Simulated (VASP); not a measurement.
All values below come from RPBE GGA, VASP's PBE PAW potentials (set 64) (plane waves; VASP 6.6.1).

VASP input:

### KPOINTS
```
kpoints
0
gamma
 11 11 11
```

INCAR:
```
! general
SYSTEM = LiF
PREC   = Accurate
ENCUT  = 520
LREAL  = .FALSE.
LASPH  = .TRUE.

! electronic loop
EDIFF  = 1E-7
NELM   = 100
ALGO   = Normal

! smearing
ISMEAR = 0
SIGMA  = 0.05

! functional
GGA    = RP

! ions
ISIF   = 2

! output
LWAVE  = .FALSE.
LCHARG = .FALSE.
```

### POSCAR
```
LiF
1
    0.0000000000     2.0480311515     2.0480311515
    2.0480311515     0.0000000000     2.0480311515
    2.0480311515     2.0480311515     0.0000000000
Li F
1 1
Direct
  0.0000000000   0.0000000000   0.0000000000
  0.5000000000   0.5000000000   0.5000000000
```

POTCAR, in this order: Li_sv F (PBE.64 set). Program: vasp_std.

Question: What will the output report for the number of irreducible k-points (NKPTS), largest plane-wave count, number of space-group operations, FFT grid (NGX, NGY, NGZ)?

Answer: 
| Quantity | Result |
|---|---|
| number of irreducible k-points (NKPTS) | 56 |
| largest plane-wave count | 479 |
| number of space-group operations | 48 |
| FFT grid (NGX, NGY, NGZ) | 24 × 24 × 24 |

The compound is LiF in the rock salt structure. This cell is one point of a volume scan, at 0.97 of the reference volume.
